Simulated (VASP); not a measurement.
**Y on the Ni site in Ni**

Aim: the formation energy and local structure of Y on the Ni site in Ni.

Main program and level: VASP 6.6.1; PBEsol, spin-polarised from a ferromagnetic start (one magnetic atom a cell); plane waves and PAW (Ni), in the first sound run; inputs show where later runs differ.

Most raw output is cut from this account.

## Step 1: The host crystal

It takes space group Fm-3m (No. 225, cubic). Conventional cell: a = 3.457 Å, b = 3.457 Å, c = 3.457 Å, α = 90.00°, β = 90.00°, γ = 90.00°. Ni has 12 Ni at 2.44 Å nearest.

## Step 2: Relax the host again, on a new basis

The volume changed by more than 5 %, so the plane waves of the start no longer fit; a second relaxation removes that error.

The input, INCAR:

```
SYSTEM = Ni
PREC = Accurate
ENCUT = 360
EDIFF = 1E-06
NELM = 120
ISMEAR = 1
SIGMA = 0.15
LREAL = .FALSE.
ALGO = Normal
GGA = PS
NBANDS = 12
ISPIN = 2
MAGMOM = 1
LASPH = .TRUE.
LMAXMIX = 4
LORBIT = 11
LWAVE = .FALSE.
LCHARG = .FALSE.
KPAR = 8
IBRION = 2
NSW = 30
ISIF = 3
EDIFFG = -0.02
POTIM = 0.4
```

The input, POSCAR:

```
Ni
1.0
    0.0000000000      1.7285774867      1.7285774867
    1.7285774867      0.0000000000      1.7285774867
    1.7285774867      1.7285774867      0.0000000000
Ni
1
Direct
    0.0000000000      0.0000000000      0.0000000000
```

The input, KPOINTS:

```
Automatic mesh
0
Gamma
16 16 16
0 0 0
```

The projector-augmented-wave data sets are Ni (PBE family, release 64).

Run with:

```bash
> mpirun -np 8 vasp_std
```

It took 2.8 s on 8 MPI ranks of AMD EPYC 9R45, shared host; peak memory 0.8 GiB; 16 s of CPU time.

The cell holds one magnetic atom, so no antiferromagnetic order fits into it. The PAW data sets were made with PBE, which is usual practice but a small mismatch for other functionals. The run keeps the 48 symmetry operations of its start, so it cannot find a distortion of lower symmetry.

Little changed from the start: no atom moved by 0.005 Å and no cell edge by 0.1 %.

Numbers from this step:

```
electronic cycles                                 : 12
electrons                                         : 10
free energy (TOTEN)                               : -6.141 eV
energy at zero smearing                           : -6.141 eV
Fermi energy                                      : 9.953 eV
moment of the cell, from the last line of the log : 0.5823 μB
labelled metallic, from the levels on this mesh   : yes
```

Spin moment in the PAW sphere by atom:

| atom | spin moment in the PAW sphere (μB) |
| --- | --- |
| Ni1 | 0.588 |

The start already met the threshold, so nothing moved.

## Step 3: The supercell without the defect

This step: PBEsol, spin-polarised from a ferromagnetic start; plane waves and PAW (Ni) (VASP 6.6.1).

System of this step: Ni. It takes space group Fm-3m (No. 225, cubic). The conventional cell has a = 3.457 Å, b = 3.457 Å, c = 3.457 Å, α = 90.00°, β = 90.00°, γ = 90.00°. Nearest to Ni lie 12 Ni at 2.44 Å.

The same cell, mesh and cutoff without the defect give the energy to subtract and, in a gapped host, the band edges to count from, so that most errors cancel.

The input, INCAR:

```
SYSTEM = Ni
PREC = Normal
ENCUT = 300
EDIFF = 1E-05
NELM = 120
ISMEAR = 1
SIGMA = 0.2
LREAL = Auto
ALGO = Fast
GGA = PS
NBANDS = 192
ISPIN = 2
MAGMOM = 1 1 1 1 1 1 1 1 1 1 1 1 1 1 1 1 1 1 1 1 1 1 1 1 1 1 1 1 1 1 1 1
LASPH = .TRUE.
LMAXMIX = 4
LORBIT = 11
LWAVE = .FALSE.
LCHARG = .FALSE.
KPAR = 4
NCORE = 2
```

The input, POSCAR:

```
Ni
1.0
    6.9143099468      0.0000000000      0.0000000000
    0.0000000000      6.9143099468      0.0000000000
    0.0000000000      0.0000000000      6.9143099468
Ni
32
Direct
    0.5000000000      0.0000000000      0.0000000000
    0.7500000000      0.2500000000      0.0000000000
    0.7500000000      0.0000000000      0.2500000000
    0.0000000000      0.0000000000      0.0000000000
    0.2500000000      0.2500000000      0.0000000000
    0.5000000000      0.5000000000      0.0000000000
    0.7500000000      0.7500000000      0.0000000000
    0.2500000000      0.0000000000      0.2500000000
    0.5000000000      0.2500000000      0.2500000000
    0.7500000000      0.5000000000      0.2500000000
    0.5000000000      0.0000000000      0.5000000000
    0.7500000000      0.2500000000      0.5000000000
    0.7500000000      0.0000000000      0.7500000000
    0.0000000000      0.5000000000      0.0000000000
    0.2500000000      0.7500000000      0.0000000000
    0.0000000000      0.2500000000      0.2500000000
    0.2500000000      0.5000000000      0.2500000000
    0.5000000000      0.7500000000      0.2500000000
    0.0000000000      0.0000000000      0.5000000000
    0.2500000000      0.2500000000      0.5000000000
    0.5000000000      0.5000000000      0.5000000000
    0.7500000000      0.7500000000      0.5000000000
    0.2500000000      0.0000000000      0.7500000000
    0.5000000000      0.2500000000      0.7500000000
    0.7500000000      0.5000000000      0.7500000000
    0.0000000000      0.7500000000      0.2500000000
    0.0000000000      0.5000000000      0.5000000000
    0.2500000000      0.7500000000      0.5000000000
    0.0000000000      0.2500000000      0.7500000000
    0.2500000000      0.5000000000      0.7500000000
    0.5000000000      0.7500000000      0.7500000000
    0.0000000000      0.7500000000      0.7500000000
```

The input, KPOINTS:

```
Automatic mesh
0
Monkhorst-Pack
5 5 5
0 0 0
```

Run with:

```bash
> mpirun -np 8 vasp_std
```

Run time: 38 s. Hardware: 8 MPI ranks; peak memory 2.4 GiB.

The magnetic state follows from one typed start and may not be the lowest.

This step gave:

```
electronic cycles                                 : 16
electrons                                         : 320
free energy (TOTEN)                               : -196.6785 eV
energy at zero smearing                           : -196.6655 eV
Fermi energy                                      : 9.947 eV
moment of the cell, from the last line of the log : 20.22 μB
```

Spin moment in the PAW sphere by element, in μB:

| element | atoms | mean | spread (r.m.s.) | least | largest |
| --- | --- | --- | --- | --- | --- |
| Ni | 32 | 0.637 | 0.000 | 0.637 | 0.637 |

The atoms farthest from the mean of their element:

| atom | x, y, z (Å) | spin moment in the PAW sphere (μB) |
| --- | --- | --- |
| Ni1 | 3.46, 0.00, 0.00 | 0.637 |
| Ni2 | 5.19, 1.73, 0.00 | 0.637 |
| Ni3 | 5.19, 0.00, 1.73 | 0.637 |
| Ni4 | 0.00, 0.00, 0.00 | 0.637 |
| Ni5 | 1.73, 1.73, 0.00 | 0.637 |
| Ni6 | 3.46, 3.46, 0.00 | 0.637 |
| Ni7 | 5.19, 5.19, 0.00 | 0.637 |
| Ni8 | 1.73, 0.00, 1.73 | 0.637 |

The host is treated as a metal, as its relaxation found a gap under 0.3 eV or none, and only the neutral defect is run.

## Step 4: Reference Y

This step: PBEsol; plane waves and PAW (Y_sv) (VASP 6.6.1).

System of this step: Y. Symmetry: P6_3/mmc, No. 194, hexagonal system. The conventional cell has a = 3.650 Å, b = 3.650 Å, c = 5.734 Å, α = 90.00°, β = 90.00°, γ = 120.00°. Y has 12 Y at 3.56 to 3.65 Å nearest.

The reference for Y is its crystal, relaxed at the cutoff of the large cell.

The input, INCAR:

```
SYSTEM = Y
PREC = Normal
ENCUT = 300
EDIFF = 1E-05
NELM = 120
ISMEAR = 1
SIGMA = 0.1
LREAL = Auto
ALGO = Fast
GGA = PS
NBANDS = 17
LASPH = .TRUE.
LORBIT = 11
LWAVE = .FALSE.
LCHARG = .FALSE.
KPAR = 8
IBRION = 2
NSW = 25
ISIF = 3
EDIFFG = -0.02
POTIM = 0.4
```

The input, POSCAR:

```
Y
1.0
    3.6500000000      0.0000000000      0.0000000000
   -1.8250000000      3.1609927238      0.0000000000
    0.0000000000      0.0000000000      5.7341500000
Y
2
Direct
    0.0000000000      0.0000000000      0.0000000000
    0.3333333333      0.6666666667      0.5000000000
```

The input, KPOINTS:

```
Automatic mesh
0
Gamma
8 8 5
0 0 0
```

The projector-augmented-wave data sets are Y_sv (PBE family, release 64).

Run with:

```bash
> mpirun -np 8 vasp_std
```

The job ended after 12 s (8 MPI ranks; peak memory 0.91 GiB; 80 s of CPU time).

The k-mesh is coarse for a metal. The run keeps the 24 symmetry operations of its start, so it cannot find a distortion of lower symmetry.

The steps of the relaxation:

| step | energy less that of the first step (eV) | largest force (eV/Å) | pressure (GPa) | volume (Å³) |
| --- | --- | --- | --- | --- |
| 1 | 0.0000 | 0.0000 | -2.36 | 66.16 |
| 2 | -0.0303 | 0.0000 | 0.14 | 62.49 |
| 3 | -0.0301 | 0.0000 | -0.31 | 62.63 |
| 4 | -0.0302 | 0.0000 | -0.20 | 62.57 |
| 5 | -0.0303 | 0.0000 | -0.16 | 62.47 |
| 6 | -0.0304 | 0.0000 | 0.00 | 62.25 |

| conventional cell, symmetrised | before | after | change |
| --- | --- | --- | --- |
| a (Å) | 3.650 | 3.583 | -1.8 % |
| b (Å) | 3.650 | 3.583 | -1.8 % |
| c (Å) | 5.734 | 5.600 | -2.3 % |
| volume (Å³/atom) | 33.08 | 31.13 | -5.9 % |

The relaxed structure:

```xyz
2
Lattice="3.5827 0.0000 0.0000 -1.7913 3.1027 0.0000 0.0000 0.0000 5.6004" Properties=species:S:1:pos:R:3 pbc="T T T"
Y     0.0000    0.0000    0.0000
Y     0.0000    2.0685    2.8002
```

This step gave:

| Property | Result |
| --- | --- |
| electronic cycles | 58 |
| electrons | 22 |
| free energy (TOTEN) | -13.62 eV |
| energy at zero smearing | -13.62 eV |
| Fermi energy | 3.119 eV |

The run ended after 6 ionic steps, 0.030 eV below its first step, once forces and stress met EDIFFG = -0.02.

Energy at zero smearing: -13.62052 eV.

## Step 5: The defect cell

This step: PBEsol, spin-polarised from a ferromagnetic start; plane waves and PAW (Y_sv, Ni) (VASP 6.6.1).

System of this step: YNi31. The cell holds 32 atoms: 1 Y and 31 Ni. Its edges and angles: a = 6.914 Å, b = 6.914 Å, c = 6.914 Å, α = 90.0°, β = 90.0°, γ = 90.0°. It derives from Ni. Nearest the centre at fractional (0.500, 0.000, 0.000): Y1 at 0.00 Å, Ni31 at 2.44 Å, Ni18 at 2.44 Å, Ni15 at 2.44 Å, Ni24 at 2.44 Å, Ni23 at 2.44 Å, Ni3 at 2.44 Å, Ni2 at 2.44 Å.

The host is treated as a metal, since its gap is under 0.3 eV or closed. The run keeps 48 symmetry operations, which cuts the number of k-points but bars distortions that break them. The atoms relax at the host's fixed cell.

The input, INCAR:

```
SYSTEM = YNi31
PREC = Normal
ENCUT = 300
EDIFF = 1E-05
NELM = 120
ISMEAR = 1
SIGMA = 0.2
LREAL = Auto
ALGO = Fast
GGA = PS
NBANDS = 192
ISPIN = 2
MAGMOM = 0 1 1 1 1 1 1 1 1 1 1 1 1 1 1 1 1 1 1 1 1 1 1 1 1 1 1 1 1 1 1 1
LASPH = .TRUE.
LMAXMIX = 4
LORBIT = 11
LWAVE = .FALSE.
LCHARG = .TRUE.
KPAR = 4
NCORE = 2
IBRION = 2
NSW = 50
ISIF = 2
EDIFFG = -0.03
POTIM = 0.4
MAXMIX = 40
ISYM = 2
```

The input, POSCAR:

```
YNi31
1.0
    6.9143099468      0.0000000000      0.0000000000
    0.0000000000      6.9143099468      0.0000000000
    0.0000000000      0.0000000000      6.9143099468
Y Ni
1 31
Direct
    0.5000000000      0.0000000000      0.0000000000
    0.7500000000      0.2500000000      0.0000000000
    0.7500000000      0.0000000000      0.2500000000
    0.0000000000      0.0000000000      0.0000000000
    0.2500000000      0.2500000000      0.0000000000
    0.5000000000      0.5000000000      0.0000000000
    0.7500000000      0.7500000000      0.0000000000
    0.2500000000      0.0000000000      0.2500000000
    0.5000000000      0.2500000000      0.2500000000
    0.7500000000      0.5000000000      0.2500000000
    0.5000000000      0.0000000000      0.5000000000
    0.7500000000      0.2500000000      0.5000000000
    0.7500000000      0.0000000000      0.7500000000
    0.0000000000      0.5000000000      0.0000000000
    0.2500000000      0.7500000000      0.0000000000
    0.0000000000      0.2500000000      0.2500000000
    0.2500000000      0.5000000000      0.2500000000
    0.5000000000      0.7500000000      0.2500000000
    0.0000000000      0.0000000000      0.5000000000
    0.2500000000      0.2500000000      0.5000000000
    0.5000000000      0.5000000000      0.5000000000
    0.7500000000      0.7500000000      0.5000000000
    0.2500000000      0.0000000000      0.7500000000
    0.5000000000      0.2500000000      0.7500000000
    0.7500000000      0.5000000000      0.7500000000
    0.0000000000      0.7500000000      0.2500000000
    0.0000000000      0.5000000000      0.5000000000
    0.2500000000      0.7500000000      0.5000000000
    0.0000000000      0.2500000000      0.7500000000
    0.2500000000      0.5000000000      0.7500000000
    0.5000000000      0.7500000000      0.7500000000
    0.0000000000      0.7500000000      0.7500000000
```

The input, KPOINTS:

```
Automatic mesh
0
Monkhorst-Pack
5 5 5
0 0 0
```

The projector-augmented-wave data sets are Y_sv and Ni (PBE family, release 64).

Run with:

```bash
> mpirun -np 8 vasp_std
```

Run time: 2.5 min. Hardware: 8 MPI ranks; peak memory 2.7 GiB; 18 min of CPU time.

Relaxation path:

| step | energy less that of the first step (eV) | largest force (eV/Å) |
| --- | --- | --- |
| 1 | 0.0000 | 1.6057 |
| 2 | -0.7948 | 0.5451 |
| 3 | -0.9073 | 0.2528 |
| 4 | -0.9303 | 0.0917 |
| 5 | -0.9338 | 0.0145 |

The atoms that moved most (Å):

| atom | dx | dy | dz | length |
| --- | --- | --- | --- | --- |
| Ni2 | 0.070 | 0.070 | 0.000 | 0.099 |
| Ni3 | 0.070 | 0.000 | 0.070 | 0.099 |
| Ni7 | 0.070 | -0.070 | 0.000 | 0.099 |
| Ni9 | 0.000 | 0.070 | 0.070 | 0.099 |
| Ni13 | 0.070 | 0.000 | -0.070 | 0.099 |
| Ni31 | 0.000 | -0.070 | -0.070 | 0.099 |
| Ni24 | 0.000 | 0.070 | -0.070 | 0.099 |
| Ni18 | 0.000 | -0.070 | 0.070 | 0.099 |

Final coordinates:

```cif
data_structure
_symmetry_space_group_name_H-M 'P 1'
_symmetry_Int_Tables_number 1
_cell_length_a 6.9143
_cell_length_b 6.9143
_cell_length_c 6.9143
_cell_angle_alpha 90.000
_cell_angle_beta 90.000
_cell_angle_gamma 90.000
_cell_volume 330.56
loop_
_atom_site_label
_atom_site_type_symbol
_atom_site_fract_x
_atom_site_fract_y
_atom_site_fract_z
_atom_site_occupancy
Y1 Y 0.50000 0.00000 0.00000 1
Ni2 Ni 0.76011 0.26011 0.00000 1
Ni3 Ni 0.76011 0.00000 0.26011 1
Ni4 Ni 0.00000 0.00000 0.00000 1
Ni5 Ni 0.23989 0.26011 0.00000 1
Ni6 Ni 0.50000 0.50000 0.00000 1
Ni7 Ni 0.76011 0.73989 0.00000 1
Ni8 Ni 0.23989 0.00000 0.26011 1
Ni9 Ni 0.50000 0.26011 0.26011 1
Ni10 Ni 0.75180 0.50000 0.25180 1
Ni11 Ni 0.50000 0.00000 0.50000 1
Ni12 Ni 0.75180 0.25180 0.50000 1
Ni13 Ni 0.76011 0.00000 0.73989 1
Ni14 Ni 0.00000 0.50000 0.00000 1
Ni15 Ni 0.23989 0.73989 0.00000 1
Ni16 Ni 0.00000 0.25180 0.25180 1
Ni17 Ni 0.24820 0.50000 0.25180 1
Ni18 Ni 0.50000 0.73989 0.26011 1
Ni19 Ni 0.00000 0.00000 0.50000 1
Ni20 Ni 0.24820 0.25180 0.50000 1
Ni21 Ni 0.50000 0.50000 0.50000 1
Ni22 Ni 0.75180 0.74820 0.50000 1
Ni23 Ni 0.23989 0.00000 0.73989 1
Ni24 Ni 0.50000 0.26011 0.73989 1
Ni25 Ni 0.75180 0.50000 0.74820 1
Ni26 Ni 0.00000 0.74820 0.25180 1
Ni27 Ni 0.00000 0.50000 0.50000 1
Ni28 Ni 0.24820 0.74820 0.50000 1
Ni29 Ni 0.00000 0.25180 0.74820 1
Ni30 Ni 0.24820 0.50000 0.74820 1
Ni31 Ni 0.50000 0.73989 0.73989 1
Ni32 Ni 0.00000 0.74820 0.74820 1
```

Numbers from this step:

```yaml
electronic_cycles: 60
electrons: 321
free_energy_toten: -196.5043 eV
energy_at_zero_smearing: -196.4751 eV
fermi_energy: 10.03 eV
moment_of_the_cell_from_the_last_line_of_the_log: 16.57 μB
```

Spin moment in the PAW sphere by element, in μB:

| element | atoms | mean | spread (r.m.s.) | least | largest |
| --- | --- | --- | --- | --- | --- |
| Y | 1 | -0.146 | 0.000 | -0.146 | -0.146 |
| Ni | 31 | 0.542 | 0.053 | 0.482 | 0.620 |

The atoms nearest the centre:

| atom | distance (Å) | spin moment in the PAW sphere (μB) |
| --- | --- | --- |
| Y1 | 0.00 | -0.146 |
| Ni2 | 2.54 | 0.482 |
| Ni3 | 2.54 | 0.482 |
| Ni5 | 2.54 | 0.482 |
| Ni8 | 2.54 | 0.482 |
| Ni7 | 2.54 | 0.482 |
| Ni13 | 2.54 | 0.482 |
| Ni9 | 2.54 | 0.482 |
| Ni15 | 2.54 | 0.482 |
| Ni23 | 2.54 | 0.482 |
| Ni24 | 2.54 | 0.482 |
| Ni18 | 2.54 | 0.482 |
| Ni31 | 2.54 | 0.482 |
| Ni4 | 3.46 | 0.518 |

Spin density in the ac plane at fractional y = 0.000, through the centre, with atoms of Y and Ni within 0.45 Å of it.

Values in units of 1e-1 e/Å³, 10 rows by 16 columns, each cell a mean:
```
 4.1  1.2  0.0 -0.1 -0.1 -0.1 -0.1 -0.1 -0.2 -0.1 -0.1 -0.1 -0.1  0.0  0.3  2.9
 0.0  0.0  0.2  1.3  1.2  0.2 -0.1 -0.1 -0.1 -0.1  0.0  0.7  1.5  0.6  0.0  0.0
-0.1  0.0  1.0  6.1  6.8  1.3  0.0 -0.1 -0.1 -0.1  0.3  4.2  7.7  2.9  0.1 -0.1
 0.2  0.0  0.0  0.8  1.1  0.2  0.0  0.1  0.1  0.0  0.0  0.7  1.1  0.3  0.0  0.1
 7.6  2.2  0.0 -0.1 -0.1  0.0  0.6  4.7  6.4  2.0  0.0 -0.1 -0.1  0.0  0.6  5.4
 4.8  1.4  0.0 -0.1  0.0  0.0  0.4  2.9  4.0  1.3  0.0  0.0  0.0 -0.1  0.4  3.5
 0.0  0.0  0.2  2.2  2.8  0.5  0.0  0.0  0.0  0.0  0.1  1.8  2.9  0.9  0.0  0.0
-0.1  0.0  0.9  5.7  6.1  1.1  0.0 -0.1 -0.1 -0.1  0.2  3.7  7.0  2.8  0.1 -0.1
 0.3  0.0  0.0  0.3  0.3  0.0 -0.1 -0.1 -0.1 -0.1  0.0  0.1  0.4  0.1  0.0  0.2
 6.6  1.8  0.0 -0.1 -0.1 -0.1 -0.1 -0.2 -0.3 -0.1 -0.1 -0.1 -0.1  0.0  0.4  4.6
```
Columns run along a (6.9 Å), rows up along c (6.9 Å). Atoms in or near the plane, at fractional coordinates: Y at (0.50, 0.00), Ni at (0.76, 0.26), Ni at (0.00, 0.00), Ni at (0.24, 0.26), Ni at (0.50, 0.50), Ni at (0.76, 0.74), Ni at (0.00, 0.50), Ni at (0.24, 0.74).

Valence density in the ac plane at fractional y = 0.000, through the centre, with atoms of Y and Ni within 0.45 Å of it. It is the smooth field of the valence electrons, not physical close to the nuclei.

Values in e/Å³, 10 rows by 16 columns, each cell a mean:
```
 6  2  0  0  0  0  1  3  3  2  1  0  0  0  1  4
 0  0  1  2  2  1  0  0  0  0  0  2  3  1  0  0
 0  0  2  9 10  2  0  0  0  0  1  6 11  5  1  0
 1  0  1  2  2  1  0  1  1  0  0  1  2  1  0  1
 9  3  0  0  0  0  1  6  8  3  0  0  0  0  1  6
 6  2  0  0  0  0  1  4  6  2  0  0  0  0  1  4
 0  0  1  4  4  1  0  0  0  0  1  3  5  2  0  0
 0  0  2  8  9  2  0  0  0  0  1  6 10  4  1  0
 1  0  0  1  1  0  0  1  1  1  0  1  1  1  0  1
 9  3  0  0  0  0  1  4  4  2  1  0  0  0  1  6
```
Columns run along a (6.9 Å), rows up along c (6.9 Å). Atoms in or near the plane, at fractional coordinates: Y at (0.50, 0.00), Ni at (0.76, 0.26), Ni at (0.00, 0.00), Ni at (0.24, 0.26), Ni at (0.50, 0.50), Ni at (0.76, 0.74), Ni at (0.00, 0.50), Ni at (0.24, 0.74).

The run ended after 5 ionic steps, 0.934 eV below its first step, once the forces on the free atoms met EDIFFG = -0.03.

The 12 first neighbours (Ni) lie 2.44 Å from the site in the perfect crystal and 2.54 Å on average from the atom on it after the relaxation (+4.0 %).

## Step 6: Putting the energies together

This step: point defect, PBEsol; plane waves and PAW (VASP 6.6.1).

Derived from the runs above.

This step gave:

```
formation energy of the neutral defect : 0.8549 eV
```

Formation energy:

| formation energy (eV) | largest move (Å) |
| --- | --- |
| 0.8549 | 0.09884 |

E_f is E(defect cell) less E(perfect cell), corrected for the atoms exchanged with their references.

References, in eV an atom: Y -6.810 (crystal P6_3/mmc) and Ni -6.146 (the host). They were run at the supercell's cutoff and functional, without U, and count both elements from their own phases.

## Step 7: Outcome

| Item | Value |
| --- | --- |
| formation energy at charge 0 | 0.855 eV |

Y on the Ni site costs 0.85 eV, with every exchanged atom at the energy of its element. The 12 first neighbours (Ni) lie 2.44 Å from the site in the perfect crystal and 2.54 Å on average from the atom on it after the relaxation (+4.0 %). With metallic smearing the value can move by tenths of an eV with the k mesh. The supercell of 32 atoms is small, so interactions between images remain.

[Lines on the potential files, build, host, timing and source positions are cut from VASP's logs without a mark.]

[Logs are printed without paths, hosts, clocks, repeated set-up lines and the standing remarks that a program may print on its own settings, such as how far it seeks lower states.]

[Hosts, paths, dates, database ids (printed as entryN), source tags and the programs' standing remarks are cut or masked in the printed files.]

[In band tables of VASP the shares of atoms and orbitals are scaled to a sum of 1 inside the atoms' spheres.]

[Runs that stopped without an error message from VASP are left out.]
